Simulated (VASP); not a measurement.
Consider the following.

```
Ba
1.0
   -2.45295     2.45295     2.45295
    2.45295    -2.45295     2.45295
    2.45295     2.45295    -2.45295
Ba
1
Cartesian
  0.00000   0.00000   0.00000
```

Computed with optB86b-vdW, VASP's PBE PAW potentials (set 64) (plane waves; VASP). Numerical set-up: 520 eV cut-off, Gaussian smearing of 0.050 eV, potentials Ba_sv.

Unless said otherwise, spin-orbit coupling is left out, though it shifts the bands of the heavy elements here.

Predict the band gap (along the path) with the smallest direct gap where there is one.

```json
{
 "band gap (along the path)": "none (metal, semimetal or under 0.01 eV)"
}
```

The absolute energy has meaning only against runs of the same code, potentials and settings.

The compound is Ba in the bcc structure. It was relaxed first, which changed the volume by -7 %.
